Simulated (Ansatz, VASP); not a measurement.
# Cross-check of Ga2O3 (amorphous Ga2O3) between VASP and Ansatz

One calculation is typed for both programs; each brings its own data sets and cutoff. How far apart do they land? The structure shown is frame 186 of Ansatz's trajectory.

Calculated with Ansatz 0.2.0; plane waves, with VASP 6.6.1 beside it; single point at PBE.

## Step 1: The starting structure

The cell holds 100 atoms: 40 Ga and 60 O. Cell: a = 10.056 Å, b = 10.056 Å, c = 10.056 Å, α = 90.0°, β = 90.0°, γ = 90.0°. As first built, before any earlier steps moved the atoms: 100 atoms (40 Fe, 60 O) placed at random at 4.44 g/cm^3, melted at 5000 K for 10 ps at fixed volume with the Morse and Coulomb pair potential with partial charges (Pedone, Malavasi, Menziani, Cormack and Segre, J. Phys. Chem. B 110, 11780 (2006)). Quenched from 5000 K to 300 K at 200 K/ps and fixed volume, held 10 ps at zero pressure, then minimised at fixed cell. Then Fe was replaced by Ga and the cell scaled by 1.003 (the potential has no terms for the new elements, so the cell is a start for a DFT relaxation).

## Step 2: Ansatz: dynamics, PBE

Ansatz runs on its default PAW (the set named soft_2) files.

This run makes the geometry at which the two programs are then compared.

Contents of input.yaml:

```yaml
crystal:
  lattice:
    - [10.05578, 0.0, 0.0]
    - [0.0, 10.05578, 0.0]
    - [0.0, 0.0, 10.05578]
  atoms:
    - { symbol: Ga, position: [0.61396, 0.10328, 0.06539] }
    - { symbol: Ga, position: [0.80453, 0.86406, 0.63278] }
    - { symbol: Ga, position: [0.92691, 0.33734, 0.64869] }
    - { symbol: Ga, position: [0.5072, 0.48962, 0.0223] }
    - { symbol: Ga, position: [0.72167, 0.55081, 0.77009] }
    - { symbol: Ga, position: [0.97923, 0.11581, 0.90678] }
    - { symbol: Ga, position: [0.45965, 0.3118, 0.80366] }
    - { symbol: Ga, position: [0.30507, 0.73795, 0.42522] }
    - { symbol: Ga, position: [0.98509, 0.51412, 0.00398] }
    - { symbol: Ga, position: [0.17098, 0.83478, 0.12774] }
    - { symbol: Ga, position: [0.52266, 0.92588, 0.6114] }
    - { symbol: Ga, position: [0.69921, 0.10757, 0.76416] }
    - { symbol: Ga, position: [0.76808, 0.32826, 0.94765] }
    - { symbol: Ga, position: [0.78815, 0.36192, 0.2676] }
    - { symbol: Ga, position: [0.81617, 0.10179, 0.41131] }
    - { symbol: Ga, position: [0.0365, 0.0633, 0.63662] }
    - { symbol: Ga, position: [0.02174, 0.55149, 0.31715] }
    - { symbol: Ga, position: [0.57662, 0.65336, 0.42326] }
    - { symbol: Ga, position: [0.35485, 0.14166, 0.58927] }
    - { symbol: Ga, position: [0.31219, 0.06097, 0.89485] }
    - { symbol: Ga, position: [0.95655, 0.81844, 0.88643] }
    - { symbol: Ga, position: [0.23222, 0.60595, 0.94175] }
    - { symbol: Ga, position: [0.10274, 0.26062, 0.13398] }
    - { symbol: Ga, position: [0.75343, 0.66384, 0.17054] }
    - { symbol: Ga, position: [0.02424, 0.81732, 0.40781] }
    - { symbol: Ga, position: [0.29064, 0.44063, 0.5083] }
    - { symbol: Ga, position: [0.89222, 0.92355, 0.16426] }
    - { symbol: Ga, position: [0.22335, 0.84943, 0.70551] }
    - { symbol: Ga, position: [0.41917, 0.62072, 0.69969] }
    - { symbol: Ga, position: [0.0659, 0.59088, 0.66037] }
[... 64 atom lines left out ...]
    - { symbol: O, position: [0.90386, 0.51227, 0.17841] }
    - { symbol: O, position: [0.65247, 0.49725, 0.5741] }
    - { symbol: O, position: [0.771, 0.28402, 0.74148] }
    - { symbol: O, position: [0.42282, 0.43897, 0.64798] }
    - { symbol: O, position: [0.57424, 0.91627, 0.02773] }
    - { symbol: O, position: [0.41842, 0.40084, 0.16316] }
kpoints:
  mp_grid: { grid: [1, 1, 1] }
hamiltonian:
  xc: pbe
scf:
  occupations: { method: fixed }
output:
  forces: true
md:
  timestep: 1.0
  n_steps: 186
  ensemble: nvt_nose_hoover
  temperature: 300
  initial_velocities: maxwell_boltzmann
  seed: 4918
```

Run with:

```console
> ansatz run input.yaml --threads 4 --pin off --max-ram 8192MiB --backend cpu --events-out ev --progress --plain --runs-dir out
```

Numbers of over 12 decimals in the logs are rounded to 6 here.

Log:

```text
Warning: md: disabling space-group detection — thermal motion breaks the input geometry's symmetry, so no spatial operation reduces the k-mesh or symmetrises the density; time reversal is kept, so that k and −k are solved as one point where they differ and the mesh holds both, and exact exchange and, on two spinor components, a DFT+U term hold to it where the run has them: on two components no moment then forms, and  [...]
Engine: ansatz 0.2.0, aarch64-unknown-linux-gnu
Pseudopotentials: kind: paw
Pseudopotential: Ga, paw, valence charge 13, recommended cutoff 420 eV (normal), Ga.paw.azcp
Pseudopotential: O, paw, valence charge 6, recommended cutoff 420 eV (normal), O.paw.azcp
Functional definition: PBE
  parameter kappa = 0.804
  parameter beta = 0.066725
  exchange = pbe_x(kappa = kappa, mu = beta*pi^2/3)
  correlation = pbe_c(beta = beta)
Crystal: 100 atoms, lattice volume = 1016.828 Å³
Basis set: ecut = 420 eV, 19933 PW (Γ), exchange–correlation on 144×144×144 points (8 copies of the dense FFT grid, shifted against one another)
Bands: 540, of which v1, the nominal top of the filled ones, is band 440 counted from 1 (439 counted from 0)
Symmetry: 1 space group operations
k-points: 1
Non-local potential: Ga, projectors of the file, l = 0: 2, l = 1: 2, l = 2: 3, l = 3: 1
Non-local potential: O, projectors of the file, l = 0: 2, l = 1: 2, l = 2: 1
PAW form: soft (Blöchl's): semilocal exchange-correlation on the pseudo side does not see the compensation charge
PAW one-centre angular grid: Ga, 590 points (default); XC on 64 Gauss nodes
PAW one-centre angular grid: O, 110 points (default); XC on 64 Gauss nodes
Initial density: superposition of atomic densities (neutral atoms: chi_scale 0, normalization atom), corrected by the library's trained network
Initial wavefunctions: pseudopotential atomic-orbital guess
Functional: x = pbe(κ = 0.804, μ = 0.219515), c = pbe(β = 0.066725)
SCF iter   1: F=—  HF=-185379.697955 eV  |F-HF|=—  |Δ(HF+E_count)|=         —  Δρ=2.78e-3  dr2=9.93e-2  ethr=1.77e-3  ⟨swp⟩=4.0  Hψ=1535  notcnv=0  defer=98
preconditioner: auto → Resta (q_TF=auto, 2.663 Å⁻¹)  ε∞=4.9  [insulator: Δε(μ)=1.536 eV  Ē_g=17.460 eV  n_scr=340 (ndim 8)  ℏωp=34.5 eV  f_vac=0.028  ε∞_Penn≈4.9]
SCF iter   2: F=—  HF=-185379.682545 eV  |F-HF|=—  |Δ(HF+E_count)|=   1.54e-2  Δρ=1.45e-3  dr2=1.86e-2  ethr=1.13e-5  ⟨swp⟩=2.0  Hψ=1029  notcnv=0  defer=98
SCF iter   3: F=—  HF=-185379.683352 eV  |F-HF|=—  |Δ(HF+E_count)|=   8.07e-4  Δρ=6.01e-4  dr2=5.54e-3  ethr=2.12e-6  ⟨swp⟩=2.0  Hψ=844  notcnv=0  defer=98
SCF iter   4: F=—  HF=-185379.683152 eV  |F-HF|=—  |Δ(HF+E_count)|=   2.00e-4  Δρ=1.92e-4  dr2=3.23e-4  ethr=6.29e-7  ⟨swp⟩=2.0  Hψ=631  notcnv=0  defer=98
SCF iter   5: F=—  HF=-185379.683195 eV  |F-HF|=—  |Δ(HF+E_count)|=   4.35e-5  Δρ=1.01e-4  dr2=8.95e-5  ethr=3.67e-8  ⟨swp⟩=2.0  Hψ=888  notcnv=0  defer=94
SCF iter   6: F=—  HF=-185379.684695 eV  |F-HF|=—  |Δ(HF+E_count)|=   1.50e-3  Δρ=2.79e-5  dr2=6.82e-6  ethr=1.02e-8  ⟨swp⟩=2.0  Hψ=927  notcnv=0  defer=92
SCF iter   7: F=—  HF=-185379.684697 eV  |F-HF|=—  |Δ(HF+E_count)|=   1.58e-6  Δρ=1.48e-5  dr2=1.96e-6  ethr=7.75e-10  ⟨swp⟩=2.0  Hψ=884  notcnv=0  defer=92
SCF iter   8: F=—  HF=-185379.684697 eV  |F-HF|=—  |Δ(HF+E_count)|=   5.16e-7  Δρ=5.17e-6  dr2=2.84e-7  ethr=2.22e-10  ⟨swp⟩=2.0  Hψ=836  notcnv=0  defer=92
SCF iter   9: F=-185379.684697 eV  HF=-185379.684698 eV  |F-HF|=4.74e-8  |Δ(HF+E_count)|=   1.75e-7  Δρ=3.18e-6  dr2=9.08e-8  ethr=1.14e-11  ⟨swp⟩=4.0  Hψ=1797  notcnv=0
SCF 1 converged in 9 iterations: F = -185379.684697 eV  dr2 = 9.08e-8
  greatest PAW one-centre occupation: 0.998 electrons in one spin orbital (limit 2), on the Ga atom at site 31 (counted from 0), in its partial waves of l = 2
md step     0: t =     0.00 fs  T =   300.0 K  F+E_penalty+E_count = -185379.68469750 eV  E_kin = 3.839022 eV  conserved = -185375.84567553 eV  (9 SCF iters)
[...]
md step   180: t =   180.00 fs  T =   322.9 K  F+E_penalty+E_count = -185379.12255774 eV  E_kin = 4.131528 eV  conserved = -185375.84399987 eV  (8 SCF iters)
md step   181: t =   181.00 fs  T =   321.3 K  F+E_penalty+E_count = -185379.10213028 eV  E_kin = 4.111777 eV  conserved = -185375.84406294 eV  (3 SCF iters)
md step   182: t =   182.00 fs  T =   319.0 K  F+E_penalty+E_count = -185379.07244277 eV  E_kin = 4.082725 eV  conserved = -185375.84409501 eV  (3 SCF iters)
md step   183: t =   183.00 fs  T =   316.0 K  F+E_penalty+E_count = -185379.03305746 eV  E_kin = 4.043952 eV  conserved = -185375.84408601 eV  (3 SCF iters)
md step   184: t =   184.00 fs  T =   312.2 K  F+E_penalty+E_count = -185378.98419123 eV  E_kin = 3.995687 eV  conserved = -185375.84403161 eV  (3 SCF iters)
md step   185: t =   185.00 fs  T =   307.8 K  F+E_penalty+E_count = -185378.92678420 eV  E_kin = 3.938879 eV  conserved = -185375.84393350 eV  (2 SCF iters)
[...]
md step   186: t =   186.00 fs  T =   302.8 K  F+E_penalty+E_count = -185378.86250229 eV  E_kin = 3.875205 eV  conserved = -185375.84379288 eV  (8 SCF iters)
SCF converged after 8 iterations
Free energy (F): -185378.862502 eV
Harris-Foulkes:  -185378.862502 eV  (|F-HF|=5.82e-9)
Internal energy: -185378.862502 eV  (E = F + TS)
E sigma→0 (E₀):  -185378.862502 eV
Fermi energy:    9.125606 eV
--- Per-component energies (eV) ---
  E_band       = -570.985825
  E_kinetic    = 15242.569115
  E_local      = -90986.577313  (includes V_loc(G=0)·N_el)
  E_nonlocal   = 20217.555296
  E_hartree    = 41058.735251
  E_xc         = -7138.490019
  E_vxc        = -7921.437280  (∫ρ·V_xc dr)
  E_paw        = -89427.351487  (= ΣΔE_a)
  E_vpaw       = -19240.710027  (= ΣTr[D̂ρ^β])
  E_aug_tail   = 0.143551  (compensation charges beyond the density's cutoff)
  E_ewald      = -74345.446896
  E_smearing   = -0.000000  (= −TS)
  E_closure    = -0.000000  (closes the sum)
  Σ components = -185378.862502   (vs F -185378.862502, Δ=0.00e0)
--- Forces (eV/Å), atoms counted from 1 ---
  atom   1  Ga    -0.30415062     0.53832246    -0.14670013
  atom   2  Ga     0.31325337     0.09846354     0.04451529
  atom   3  Ga    -0.78605906     0.75811430    -0.90385035
  atom   4  Ga    -0.26159400     0.31318705     0.70122056
  atom   5  Ga    -1.94273002     0.80709358     0.02566052
  atom   6  Ga    -0.58193594     0.40448342     0.56163141
  atom   7  Ga     0.85015632    -0.12341553    -0.44745732
  atom   8  Ga    -0.10732435     0.50329765     0.18884932
  atom   9  Ga    -0.05845061     0.13165849    -1.25570666
  atom  10  Ga    -0.20902516     0.25083134     0.33530184
  atom  11  Ga     0.09833703    -0.40695884     0.56036861
  atom  12  Ga     0.43650457     0.03931571     0.19652949
  atom  13  Ga     0.08035761     0.51765429    -0.18137573
  atom  14  Ga    -0.22929531     1.12656226     0.18412103
  atom  15  Ga     0.74928644    -0.35539377     1.22868779
  atom  16  Ga    -0.38236202    -0.37984348    -1.59473467
  atom  17  Ga     0.20854614    -0.35834437     0.34101504
  atom  18  Ga     0.22404467     0.33387562     0.14622838
  atom  19  Ga    -0.14531339    -0.17463936    -0.81045439
  atom  20  Ga     0.76439463     1.14450823    -0.74127359
  atom  21  Ga     1.19353369     0.24226891     0.30206118
  atom  22  Ga     0.43995173     0.27492947     0.14192111
  atom  23  Ga     1.20068508    -0.68364016    -0.39614592
  atom  24  Ga     0.86225205    -0.29791247     1.05362432
[...]
atom  93  O      1.34607494    -0.33473726     0.79687230
  atom  94  O     -1.13170718    -0.43473851    -0.57214947
  atom  95  O      0.16106695     0.66694392     0.41126965
  atom  96  O      1.32907241     0.35984959    -0.12851777
  atom  97  O      0.83357964     0.44855504     0.42276271
  atom  98  O     -0.24307449    -1.81706680     0.09216126
  atom  99  O      0.27358999     0.04834751    -0.21379707
  atom 100  O     -0.05202355     1.14601971    -0.80621459
  max |Σ_I F_I| component: 3.60e-5 eV/Å
--- MD trajectory: 186 steps, t = 0.0 → 186.0 fs ---
  final state: T = 302.8 K   F+E_penalty+E_count = -185378.86250229 eV   E_kin = 3.875205 eV
  conserved energy: peak-to-peak 3.506e-3 eV (3.506e-5 eV/atom) over 186.0 fs
```

Reading the cycles: dr2 is the Hartree energy of the density residual (eV), the measure of convergence; HF is the Harris–Foulkes estimate of the energy, which meets the free energy F at convergence.

## Step 3: VASP: single point, PBE

The same cell, functional and mesh now go to VASP, with its own data sets and cutoff.

Lines of VASP's logs that name or quote its potential files are left out, and so is its time.

Contents of INCAR:

```
SYSTEM = Ga2O3
PREC = Accurate
ENCUT = 520
EDIFF = 1E-05
NELM = 100
ISMEAR = 0
SIGMA = 0.01
LREAL = Auto
ALGO = Fast
GGA = PE
NBANDS = 510
LORBIT = 11
LWAVE = .FALSE.
LCHARG = .FALSE.
ISIF = 2
```

Contents of POSCAR:

```
Ga2O3
1.0
   10.0557800000      0.0000000000      0.0000000000
    0.0000000000     10.0557800000      0.0000000000
    0.0000000000      0.0000000000     10.0557800000
Ga O
40 60
Direct
    0.5536616752      0.0786313941      0.0306987623
    0.7877061750      0.8739650231      0.6443756725
    0.9311858454      0.3392775100      0.6805638150
    0.5179707591      0.4864068227      0.0330655603
    0.7491114563      0.5522893301      0.7596327684
    0.9921259216      0.1113687849      0.9090393783
    0.4448188007      0.3233065958      0.8107476496
    0.2881427398      0.7263384839      0.4094461096
    0.9897989017      0.4759849559      0.0100539192
    0.1628118356      0.8293240306      0.1368267802
    0.5095377982      0.9525168609      0.6003114627
    0.6988418601      0.1155952099      0.7727794363
    0.7579024203      0.3203331815      0.9632867863
    0.8091068023      0.3324157848      0.2710580383
    0.8142680130      0.1070628037      0.4288677755
    0.0280435730      0.0742756902      0.6476275336
    0.0298932554      0.5398288348      0.3085489142
    0.5845891617      0.6928154753      0.4015998759
    0.3441304404      0.1589931363      0.5869559597
    0.2795904445      0.0386146077      0.8995721863
    0.9565145618      0.7886807388      0.8994627965
    0.2429945763      0.6153078130      0.9136735291
    0.1130692994      0.2411946164      0.1500331153
    0.7662558250      0.6493877153      0.1622449974
    0.9895085215      0.8254953867      0.3980795125
    0.3016175772      0.4519689174      0.5126902140
    0.8633442657      0.9265119165      0.1487602155
    0.2192569845      0.8444397153      0.6896730040
    0.4469867081      0.6381404526      0.6685011009
    0.0794468455      0.5898697068      0.6404376389
[... 64 atom lines left out ...]
    0.9110978959      0.5268611684      0.1654173023
    0.6557024915      0.5026064612      0.5852455006
    0.7598813817      0.2940597348      0.7389978699
    0.4268689251      0.4636239059      0.6543500355
    0.5453182150      0.8966385502      0.0062053864
    0.4276744320      0.3898553867      0.1680824362
```

Contents of KPOINTS:

```
Automatic mesh
0
Gamma
1 1 1
0 0 0
```

Potentials, in the order of the species: Ga_d and O (PBE family, release 64).

Run with:

```console
> export OMP_NUM_THREADS=5
> mpirun -np 1 vasp_gam
```

Log:

```text
[banner, memory and clock lines left out]
running    1 mpi-ranks, on    1 nodes
[...]
Offloading initialized ...    1 GPUs detected
[...]
LDA part: xc-table for (Slater+PW92), standard interpolation
 POSCAR, INCAR and KPOINTS ok, starting setup
[...]
entering main loop
       N       E                     dE             d eps       ncg     rms          rms(c)
DAV:   1     0.262467486537E+05    0.26247E+05   -0.30071E+05  1052   0.374E+03
DAV:   2     0.635923688752E+04   -0.19888E+05   -0.18848E+05  1020   0.109E+03
DAV:   3     0.323059062645E+03   -0.60362E+04   -0.57221E+04  1284   0.403E+02
DAV:   4    -0.581593413740E+03   -0.90465E+03   -0.88044E+03  1192   0.163E+02
[...]
RMM:  18    -0.573979172876E+03   -0.19949E-04   -0.23228E-04  1162   0.154E-02    0.547E-03
RMM:  19    -0.573979182697E+03   -0.98210E-05   -0.10392E-04  1124   0.113E-02    0.189E-03
RMM:  20    -0.573979187372E+03   -0.46754E-05   -0.42534E-05   998   0.753E-03
   1 F= -.57397919E+03 E0= -.57397919E+03  d E =-.426397E-39
```

From OUTCAR (step 3):

```text
  Total       83.9722433     71.6524105     69.2942556     -4.8611649      1.1590146    -13.7045286
  in kB      132.3119433    112.9000406    109.1843836     -7.6595568      1.8262162    -21.5937164
  external PRESSURE =     118.1321225 kB  Pullay stress =       0.0000000 kB

 POSITION                                       TOTAL-FORCE (eV/Angst)
 -----------------------------------------------------------------------------------
      5.56750      0.79070      0.30870        -0.307567      0.524802     -0.131897
      7.92100      8.78840      6.47970         0.317469      0.092971      0.037854
      9.36380      3.41170      6.84360        -0.762814      0.756914     -0.891500
      5.20860      4.89120      0.33250        -0.265848      0.310907      0.706223
      7.53290      5.55370      7.63870        -1.964683      0.808087      0.040946
      9.97660      1.11990      9.14110        -0.607830      0.375263      0.584242
[...]
0.65970      9.50420      2.64300         1.165557     -0.478398      0.015199
      1.70080      1.81530      9.85240         0.008795     -0.449387      0.046087
      9.82118      9.67170      0.08460         0.461318     -0.498463     -0.113575
      9.85230      2.36490      2.73050        -0.582298     -0.737144      0.673883
      7.10130      5.79070      3.30540        -0.173769     -0.186598      0.129364
      9.48370      2.83940      0.00520        -0.358753     -0.298027      0.107911
      3.57370      9.96620      6.97320        -0.436576     -0.217842      0.248295
[...]
-----------------------------------------------------------------------------------
    total drift:                               -0.002262     -0.018796     -0.007616

  FREE ENERGIE OF THE ION-ELECTRON SYSTEM (eV)
  ---------------------------------------------------
  free  energy   TOTEN  =      -573.9791873722 eV

  energy  without entropy=     -573.9791873722  energy(sigma->0) =     -573.97918737

[... 3 further parts left out ...]
[key lines of the parts left out:]
E-fermi :   4.7840
```

The run ends at a pressure of 11.81 GPa, with forces up to 2.1 eV/Å.

## Step 4: Comparison

Known differences besides the PAW data sets themselves: fixed occupations in Ansatz, narrow Gaussian smearing in VASP; the cutoff is 420 eV in Ansatz and 520 eV in VASP (PREC = Accurate, projectors in real space); VASP leaves aspherical gradient terms in its spheres out (LASPH is not set), Ansatz keeps them. Total energies have different zeros and are not compared.

Forces on 10 of the 100 atoms, picked by the larger force of the two programs (eV/Å; atoms numbered as in POSCAR):

```tsv
atom	Ansatz x, y, z	VASP x, y, z
Ga5	-1.943, 0.807, 0.026	-1.965, 0.808, 0.041
Ga16	-0.382, -0.380, -1.595	-0.359, -0.414, -1.635
Ga20	0.764, 1.145, -0.741	0.793, 1.111, -0.741
Ga29	0.768, 0.788, 1.798	0.797, 0.758, 1.810
Ga35	-1.080, -0.939, 1.050	-1.054, -0.903, 0.997
O49	1.584, -0.317, 0.170	1.605, -0.343, 0.157
O52	-1.696, 0.154, -0.173	-1.735, 0.120, -0.175
O60	-0.983, 1.457, -0.307	-0.977, 1.482, -0.299
O93	1.346, -0.335, 0.797	1.350, -0.309, 0.807
O98	-0.243, -1.817, 0.092	-0.215, -1.831, 0.112
```

The forces differ by 21 meV/Å r.m.s., which is 3.6 % of the r.m.s. force of 0.60 eV/Å (both taken over all components).

## Step 5: Further runs

The difference is large enough to ask for its cause, so further runs change the set-up of one program at a time, as the table lists.

```tsv
run	r.m.s. force difference (% of the r.m.s. force)
as above	3.6
VASP with the data sets Ga_d_GW and O_GW and a cutoff of 670 eV	2.4
VASP with the data sets Ga_h and O_h and a cutoff of 1230 eV	2.6
```

## Step 6: Outcome

```json
{
  "r.m.s. force difference (single point, PBE)": "3.6 % of the r.m.s. force"
}
```

**Reading.** The r.m.s. force difference is 3.6 % of the r.m.s. force (single point, PBE), beyond the 3 % picked in this series as the mark of a large difference. For single point, PBE: VASP with the data sets Ga_d_GW and O_GW and a cutoff of 670 eV cuts the r.m.s. force difference from 3.6 to 2.4 % of the r.m.s. force; whether that points to the cause isn't shown. Differences of this kind measure data sets and numerical settings, not the functional's error against experiment.

[Lines on the potential files, build, host, timing and source positions are cut from VASP's logs without a mark.]

[Logs are printed without paths, hosts, clocks, repeated set-up lines and the standing remarks that a program may print on its own settings, such as how far it seeks lower states.]

[Hosts, paths, dates, database ids (printed as entryN), source tags and the programs' standing remarks are cut or masked in the printed files.]
